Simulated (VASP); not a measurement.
SrCl2 (fluorite), at 0.96 of the tabulated volume:

```
CELL_PARAMETERS angstrom
      0.00000     3.44283     3.44283
      3.44283     0.00000     3.44283
      3.44283     3.44283     0.00000
ATOMIC_POSITIONS crystal
  Sr 0.00000 0.00000 0.00000
  Cl 0.25000 0.25000 0.25000
  Cl 0.75000 0.75000 0.75000
```

The highest filled band near X, direction along the valley's axis, from PBE with spin-orbit coupling in VASP (PAW); its two spin partners are averaged. The gap over the points computed is 5.48 eV, and the next band on that side lies 0.39 eV away at the edge.

Settings: 400 eV cut-off, 6×6×6 Γ-centred mesh, Gaussian smearing of 0.050 eV, potentials Sr_sv Cl.

```tsv
distance from the edge in k (1/Å)	distance in energy (meV)
0.025	5.6
0.035	11.1
0.050	22.7
0.070	44.3
```

Question: Fit E(1 + αE) = ħ²k²/2m* (ħ²/2m0 = 3.810 eV Å²) and predict the row at 0.095 1/Å.

Answer: The rows don't resolve α, so a parabola serves: the hole mass is m* = 0.421 m0, and so 81.7 meV. The run gave 80.9 meV, -0.8 meV from the fit.

Left out are points under 3 meV from the edge, since the levels carry 0.1 meV, and points farther than half the way to the next band.

The compound is SrCl2 in the fluorite structure. The cell was not relaxed at this level.
